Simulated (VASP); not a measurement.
Input:

```xyz
2
Lattice="3.0498 0.0000 0.0000 0.0000 3.0498 0.0000 0.0000 0.0000 3.0498" Properties=species:S:1:pos:R:3 pbc="T T T"
Ti     0.0000     0.0000     0.0000
Co     1.5249     1.5249     1.5249
```

Method: PBE GGA + U (Dudarev), VASP's PBE PAW potentials (set 64) (plane waves; VASP). Settings: 400 eV cut-off, 11×11×11 Γ-centred mesh, first-order Methfessel-Paxton smearing of 0.10 eV, potentials Ti_sv Co, U − J: Ti 8.00 eV, Co 8.00 eV.

Give the stress tensor in GPa (positive for a compressed cell).

```
-7.18   0.00   0.00
 0.00  -7.18   0.00
 0.00   0.00  -7.18
```
The pressure is its mean diagonal, -7.18 GPa.

The compound is TiCo in the CsCl type structure. The cell was not relaxed at this level. The run is one of a series of settings (LDAU = .TRUE., LDAUJ = 0 0, LDAUL = 2 2, LDAUTYPE = 2, LDAUU = 8.0 8.0 against the base run), some of them coarse on purpose. The run is not spin-polarised, so no magnetic state was tried. The electron count is odd and the run is not spin-polarised, which forces a metal.
